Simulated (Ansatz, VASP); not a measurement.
# Cross-check of Si (amorphous silicon) between VASP and Ansatz, part 2 of 4

One calculation is typed for both programs; each brings its own data sets. How far apart do they land? The structure shown is the start of the Ansatz relaxation below; VASP solves that cell, so the two are compared at the walk's first step.

VASP 6.6.1 and Ansatz 0.2.0.

So far: Starting point; Ansatz: relaxation, PBE.

## 3. VASP: single point, PBE, start cell, pair 1

Level of this step: PBE; plane waves and PAW (Si) (VASP).

The same cell, functional, mesh and smearing now go to VASP, with its own data sets.

Lines of VASP's logs that name or quote its potential files are left out, and so is its time.

The input, INCAR:

```
SYSTEM = Si
PREC = Accurate
ENCUT = 400
EDIFF = 1E-06
NELM = 120
ISMEAR = -1
SIGMA = 0.05
LREAL = .FALSE.
ALGO = Normal
GGA = PE
NBANDS = 72
LORBIT = 11
LWAVE = .FALSE.
LCHARG = .FALSE.
ISIF = 2
LASPH = .TRUE.
GGA_COMPAT = .FALSE.
EFERMI = MIDGAP
```

The input, POSCAR:

```
Si
1.0
    8.0202000000      0.0000000000      0.0000000000
    0.0000000000      8.0202000000      0.0000000000
    0.0000000000      0.0000000000      8.0202000000
Si
25
Direct
    0.2965761452      0.6742475250      0.0674048029
    0.8349791776      0.1776638987      0.2864143039
    0.5990748360      0.6037879355      0.6758060896
    0.0451609686      0.7554674447      0.7088850652
    0.6479638912      0.3332211167      0.0929652627
    0.4808857634      0.1865165457      0.8784943019
    0.8691429141      0.8910625670      0.8932944316
    0.9277698811      0.2773372235      0.7128126481
    0.9790404229      0.6661055834      0.4367970874
    0.0084661230      0.3605770430      0.4463105658
    0.4880177552      0.8070247625      0.8653524850
    0.3690805716      0.4055509838      0.6982618887
    0.3544674696      0.0218573103      0.4275828533
    0.1739856861      0.8396174659      0.2593950276
    0.6866162939      0.6984239795      0.3874217601
    0.1385750979      0.5247998803      0.8558764121
    0.2741328146      0.9362858782      0.7012169273
    0.7171516920      0.7012044587      0.0691878008
    0.6533378220      0.9852996185      0.4454751752
    0.2937707289      0.3289444154      0.4250891499
    0.4634797137      0.5005735518      0.2407047206
    0.0075808583      0.0250741877      0.1053839056
    0.1612553303      0.1681130146      0.8802149572
    0.7914515847      0.4846761926      0.8735692377
    0.7091469041      0.0756340241      0.7316650458
```

The input, KPOINTS:

```
Automatic mesh
0
Gamma
1 1 1
0 0 0
```

Potentials, in the order of the species: Si (PBE family, release 64).

On the command line:

```bash
$ mpirun -np 8 vasp_gam
```

Numbers of over 12 decimals in the logs are rounded to 6 here.

Output:

```text
[banner, memory and clock lines left out]
running    8 mpi-ranks, on    1 nodes
 distrk:  each k-point on    8 cores,    1 groups
 distr:  one band on    1 cores,    8 groups

 POSCAR found type information on POSCAR Si
 POSCAR found :  1 types and      25 ions
|                                                                             |
|           W    W    AA    RRRRR   N    N  II  N    N   GGGG   !!!           |
|           W    W   A  A   R    R  NN   N  II  NN   N  G    G  !!!           |
|           W    W  A    A  R    R  N N  N  II  N N  N  G       !!!           |
|           W WW W  AAAAAA  RRRRR   N  N N  II  N  N N  G  GGG   !            |
|           WW  WW  A    A  R   R   N   NN  II  N   NN  G    G                |
|           W    W  A    A  R    R  N    N  II  N    N   GGGG   !!!           |
|                                                                             |
|     For optimal performance we recommend to set                             |
|       NCORE = 2 up to number-of-cores-per-socket                            |
|     NCORE specifies how many cores store one orbital (NPAR=cpu/NCORE).      |
|     This setting can greatly improve the performance of VASP for DFT.       |
|     The default, NCORE=1 might be grossly inefficient on modern             |
|     multi-core architectures or massively parallel machines. Do your        |
|     Unfortunately you need to use the default for GW and RPA                |
|     calculations (for HF NCORE is supported but not extensively tested      |
|     yet).                                                                   |
|                                                                             |

|                                                                             |
|               ----> ADVICE to this user running VASP <----                  |
|                                                                             |
|     You have a (more or less) 'large supercell' and for larger cells it     |
|     might be more efficient to use real-space projection operators.         |
|     Therefore, try LREAL= Auto in the INCAR file.                           |
|     Mind: For very accurate calculation, you might also keep the            |
|     reciprocal projection scheme (i.e. LREAL=.FALSE.).                      |
|                                                                             |

 LDA part: xc-table for (Slater+PW92), standard interpolation
 POSCAR, INCAR and KPOINTS ok, starting setup
 FFT: planning ... GRIDC
 FFT: planning ... GRID_SOFT
 FFT: planning ... GRID
 WAVECAR not read
 entering main loop
       N       E                     dE             d eps       ncg     rms          rms(c)
DAV:   1     0.394505187481E+03    0.39451E+03   -0.37049E+04   144   0.988E+02
DAV:   2    -0.808571518077E+02   -0.47536E+03   -0.44490E+03   200   0.184E+02
DAV:   3    -0.124268325403E+03   -0.43411E+02   -0.41778E+02   176   0.505E+01
DAV:   4    -0.125518708119E+03   -0.12504E+01   -0.12429E+01   176   0.102E+01
DAV:   5    -0.125553239979E+03   -0.34532E-01   -0.34490E-01   192   0.178E+00    0.160E+01
DAV:   6    -0.123469992105E+03    0.20832E+01   -0.25957E+00   168   0.425E+00    0.972E+00
DAV:   7    -0.122863524043E+03    0.60647E+00   -0.30042E+00   168   0.392E+00    0.282E+00
DAV:   8    -0.122800497290E+03    0.63027E-01   -0.64467E-01   168   0.202E+00    0.103E+00
DAV:   9    -0.122803786861E+03   -0.32896E-02   -0.79581E-02   176   0.771E-01    0.605E-01
DAV:  10    -0.122807374043E+03   -0.35872E-02   -0.13894E-02   184   0.318E-01    0.286E-01
DAV:  11    -0.122809446653E+03   -0.20726E-02   -0.27338E-03   160   0.153E-01    0.129E-01
DAV:  12    -0.122810329135E+03   -0.88248E-03   -0.10461E-03   168   0.870E-02    0.634E-02
DAV:  13    -0.122810552064E+03   -0.22293E-03   -0.31307E-04   168   0.478E-02    0.235E-02
DAV:  14    -0.122810586543E+03   -0.34479E-04   -0.53443E-05   176   0.204E-02    0.830E-03
DAV:  15    -0.122810592712E+03   -0.61686E-05   -0.10295E-05   168   0.884E-03    0.296E-03
DAV:  16    -0.122810593311E+03   -0.59868E-06   -0.52836E-07    96   0.220E-03
   1 F= -.12281059E+03 E0= -.12274272E+03  d E =-.135749E+00
```

Parts of OUTCAR (step 3):

```text
ion  position               nearest neighbor table
   1  0.297  0.674  0.067-  14 2.26  21 2.38  16 2.43  11 2.47
   2  0.835  0.178  0.286-  22 2.35  10 2.39  19 2.48   5 2.49
   3  0.599  0.604  0.676-  11 2.40  24 2.41  12 2.44  15 2.53
   4  0.045  0.755  0.709-   7 2.32  16 2.32  17 2.34   9 2.36
   5  0.648  0.333  0.093-  21 2.32  24 2.43   6 2.48   2 2.49  18 3.01
   6  0.481  0.187  0.878-  25 2.35  12 2.45   5 2.48  23 2.57  17 2.97  11 3.05
   7  0.869  0.891  0.893-  22 2.30   4 2.32  25 2.35  18 2.41  11 3.14
   8  0.928  0.277  0.713-  10 2.33  24 2.37  25 2.39  23 2.47  16 2.85
   9  0.979  0.666  0.437-   4 2.36  15 2.39  10 2.46  14 2.53
  10  0.008  0.361  0.446-  20 2.31   8 2.33   2 2.39   9 2.46
  11  0.488  0.807  0.865-  17 2.40   3 2.40   1 2.47  18 2.60  25 2.99   6 3.05   7 3.14
  12  0.369  0.406  0.698-  20 2.35  16 2.44   3 2.44   6 2.45  23 2.92
  13  0.354  0.022  0.428-  17 2.39  19 2.42  14 2.46  20 2.51
  14  0.174  0.840  0.259-   1 2.26  22 2.35  13 2.46   9 2.53
  15  0.687  0.698  0.387-  19 2.36   9 2.39   3 2.53  18 2.56  21 2.67
  16  0.139  0.525  0.856-   4 2.32   1 2.43  12 2.44  24 2.81   8 2.85  23 2.87
  17  0.274  0.936  0.701-   4 2.34  13 2.39  11 2.40  23 2.52   6 2.97
  18  0.717  0.701  0.069-   7 2.41  24 2.42  15 2.56  11 2.60  21 2.94   5 3.01
  19  0.653  0.985  0.445-  15 2.36  13 2.42  25 2.45   2 2.48
  20  0.294  0.329  0.425-  10 2.31  12 2.35  21 2.44  13 2.51
  21  0.463  0.501  0.241-   5 2.32   1 2.38  20 2.44  15 2.67  18 2.94
  22  0.008  0.025  0.105-   7 2.30  14 2.35   2 2.35  23 2.47
  23  0.161  0.168  0.880-   8 2.47  22 2.47  17 2.52   6 2.57  16 2.87  12 2.92
  24  0.791  0.485  0.874-   8 2.37   3 2.41  18 2.42   5 2.43  16 2.81
  25  0.709  0.076  0.732-   7 2.35   6 2.35   8 2.39  19 2.45  11 2.99

  LATTYP: Found a simple cubic cell.
 ALAT       =     8.0202000000

 Subroutine GETGRP returns: Found  1 space group operations
 (whereof  1 operations were pure point group operations)

The static configuration has the point symmetry C_1 .

 Found      1 irreducible k-points:

   k-points           NKPTS =      1   k-points in BZ     NKDIM =      1   number of bands    NBANDS=     72

   dimension x,y,z NGX =    54 NGY =   54 NGZ =   54
   dimension x,y,z NGXF=   108 NGYF=  108 NGZF=  108

   ENCUT  =  400.0 eV  29.40 Ry    5.42 a.u.  13.08 13.08 13.08*2*pi/ulx,y,z

   NELECT =     100.0000    total number of electrons

 k-points in reciprocal lattice and weights: Automatic mesh
   0.00000000  0.00000000  0.00000000       1.000

 average (electrostatic) potential at core
       1 -83.5251       2 -83.8571       3 -83.4525       4 -83.1608       5 -83.6986
       6 -83.6702       7 -83.3726       8 -83.5630       9 -83.8616      10 -83.7127
      11 -83.5271      12 -83.4071      13 -83.7463      14 -83.6999      15 -83.7501
      16 -83.4359      17 -83.3764      18 -83.9333      19 -83.9185      20 -83.5512
      21 -83.7732      22 -83.6426      23 -83.5215      24 -83.5194      25 -83.4800

 E-fermi :   5.3798

 k-point     1 :       0.0000    0.0000    0.0000
  band No.  band energies     occupation
    ...
     47       4.8530      1.99995
     48       4.9516      1.99962
     49       5.0784      1.99519
     50       5.3573      1.22120
     51       5.4017      0.78401
     52       5.9146      0.00005
     53       6.2991      0.00000
     54       6.3958      0.00000
     55       6.5251      0.00000
     56       6.7377      0.00000
    ...

  Total        1.1346491      8.1371436     -3.5073482     -9.7203134      5.0838864     -0.9945086
  in kB        3.5238430     25.2712641    -10.8926581    -30.1880633     15.7888618     -3.0886132
  external PRESSURE =       5.9674830 kB  Pullay stress =       0.0000000 kB

  energy-cutoff  :      400.00
  volume of cell :      515.89
      direct lattice vectors                 reciprocal lattice vectors
     8.020200000  0.000000000  0.000000000     0.124685170  0.000000000  0.000000000
     0.000000000  8.020200000  0.000000000     0.000000000  0.124685170  0.000000000
     0.000000000  0.000000000  8.020200000     0.000000000  0.000000000  0.124685170

 POSITION                                       TOTAL-FORCE (eV/Angst)
 -----------------------------------------------------------------------------------
      2.37860      5.40760      0.54060         0.892050     -1.332902     -1.174265
      6.69670      1.42490      2.29710        -0.732168      0.229655     -0.302118
      4.80470      4.84250      5.42010        -0.624818     -0.482156      0.056077
      0.36220      6.05900      5.68540         0.506341      0.311140     -0.165864
      5.19680      2.67250      0.74560        -0.109549     -0.291471     -0.684109
      3.85680      1.49590      7.04570        -0.363989      0.640351      0.494066
      6.97070      7.14650      7.16440        -0.933043     -0.340517     -0.207707
      7.44090      2.22430      5.71690        -0.166065     -0.603275      0.574480
      7.85210      5.34230      3.50320        -0.026289      0.010446     -0.454952
      0.06790      2.89190      3.57950        -0.453062      0.229949     -0.206419
      3.91400      6.47250      6.94030        -0.186768     -0.449856      0.343882
      2.96010      3.25260      5.60020         0.577196      0.568713      0.123547
      2.84290      0.17530      3.42930        -0.191930      0.187756      0.131859
      1.39540      6.73390      2.08040        -0.632000      0.602042      1.109717
      5.50680      5.60150      3.10720        -0.536260     -0.620192     -0.322657
      1.11140      4.20900      6.86430         0.235259     -0.102096      0.836888
      2.19860      7.50920      5.62390        -0.247752      0.092061      0.198126
      5.75170      5.62380      0.55490        -0.097479      0.800480     -1.267310
      5.23990      7.90230      3.57280        -0.120621      0.633119     -0.096571
      2.35610      2.63820      3.40930         0.617888     -0.972523      0.303066
      3.71720      4.01470      1.93050         0.325678      0.667346      1.019113
      0.06080      0.20110      0.84520         0.537823      0.321625      0.034813
      1.29330      1.34830      7.05950         0.489545     -0.039938      0.009320
      6.34760      3.88720      7.00620         0.501634     -0.105057      0.133497
      5.68750      0.60660      5.86810         0.738379      0.045301     -0.486479
 -----------------------------------------------------------------------------------
    total drift:                               -0.000299      0.000058      0.000167

  FREE ENERGIE OF THE ION-ELECTRON SYSTEM (eV)
  ---------------------------------------------------
  free  energy   TOTEN  =      -122.8105933106 eV

  energy  without entropy=     -122.6748445630  energy(sigma->0) =     -122.74271894

 total charge
# of ion       s       p       d       tot
------------------------------------------
    1        0.777   0.905   0.000   1.682
    2        0.742   0.897   0.000   1.639
    3        0.798   0.840   0.000   1.637
    4        0.765   0.954   0.000   1.719
    5        0.771   0.878   0.000   1.649
    6        0.784   0.828   0.000   1.611
    7        0.754   0.940   0.000   1.694
    8        0.777   0.886   0.000   1.662
    9        0.750   0.876   0.000   1.626
   10        0.736   0.935   0.000   1.671
   11        0.762   0.857   0.000   1.619
   12        0.775   0.875   0.000   1.650
   13        0.737   0.886   0.000   1.624
   14        0.738   0.932   0.000   1.670
   15        0.719   0.895   0.000   1.614
   16        0.784   0.844   0.000   1.628
   17        0.779   0.882   0.000   1.660
   18        0.827   0.765   0.000   1.592
   19        0.738   0.885   0.000   1.622
   20        0.743   0.923   0.000   1.666
   21        0.765   0.871   0.000   1.636
   22        0.763   0.924   0.000   1.687
   23        0.800   0.816   0.000   1.615
   24        0.759   0.887   0.000   1.645
   25        0.764   0.907   0.000   1.670
--------------------------------------------------
tot         19.105  22.084   0.000  41.189
```

The gap is under twice the smearing width, so the edge states are partly filled and the run can't tell a small gap from a semimetal.

## 4. Side by side

Known differences besides the potentials themselves: the cutoff is 420 eV in Ansatz and 400 eV in VASP. Total energies have different zeros and are not compared.

Forces on 7 of the 25 atoms, those with the largest forces and the largest differences (eV/Å; atoms numbered as in POSCAR):

| atom | Ansatz x, y, z | VASP x, y, z |
| --- | --- | --- |
| Si1 | 0.891, -1.335, -1.181 | 0.892, -1.333, -1.174 |
| Si6 | -0.368, 0.640, 0.499 | -0.364, 0.640, 0.494 |
| Si7 | -0.934, -0.342, -0.205 | -0.933, -0.341, -0.208 |
| Si14 | -0.632, 0.603, 1.118 | -0.632, 0.602, 1.110 |
| Si18 | -0.099, 0.800, -1.264 | -0.097, 0.800, -1.267 |
| Si20 | 0.619, -0.972, 0.302 | 0.618, -0.973, 0.303 |
| Si21 | 0.325, 0.672, 1.021 | 0.326, 0.667, 1.019 |

The forces differ by 2.6 meV/Å r.m.s., which is 0.5 % of the r.m.s. force of 0.534 eV/Å (both taken over all components).

## 5. What the set-up changes

Further runs change the set-up of one program: Ansatz's method, potentials or start, or VASP's data sets, cutoff or form of LDA. The table gives that difference for each run.

| run | r.m.s. force difference (meV/Å) |
| --- | --- |
| as above | 2.6 |
| VASP with a cutoff of 500 eV (perhaps on Ansatz's relaxed cell) | 3 |

[end of part 2 of 4]

[Lines on the potential files, build, host, timing and source positions are cut from VASP's logs without a mark.]

[Logs are printed without paths, hosts, clocks, repeated set-up lines and the standing remarks that a program may print on its own settings, such as how far it seeks lower states.]

[Hosts, paths, dates, database ids (printed as entryN), source tags and the programs' standing remarks are cut or masked in the printed files.]

[Rows of further runs with another cutoff or data set may stand on the cell that Ansatz relaxed, not on the start cell of the pair above them.]
